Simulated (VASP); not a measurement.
Consider the following.

```xyz
1
Lattice="0.0000 2.4540 2.4540 2.4540 0.0000 2.4540 2.4540 2.4540 0.0000" Properties=species:S:1:pos:R:3 pbc="T T T"
Pb     0.0000     0.0000     0.0000
```

Calculation: optB88-vdW, VASP's PBE PAW potentials (set 64) (plane waves; VASP). Numerical set-up: 520 eV cut-off, 13×13×13 Γ-centred mesh, first-order Methfessel-Paxton smearing of 0.10 eV, potentials Pb_d.

Q: Give the stress tensor in GPa (positive for a compressed cell).

A: 
```
3.29  0.00  0.00
0.00  3.29  0.00
0.00  0.00  3.29
```
The pressure is its mean diagonal, 3.29 GPa.

The compound is Pb in the fcc structure. This cell is one point of a volume scan, at 0.94 of the reference volume.
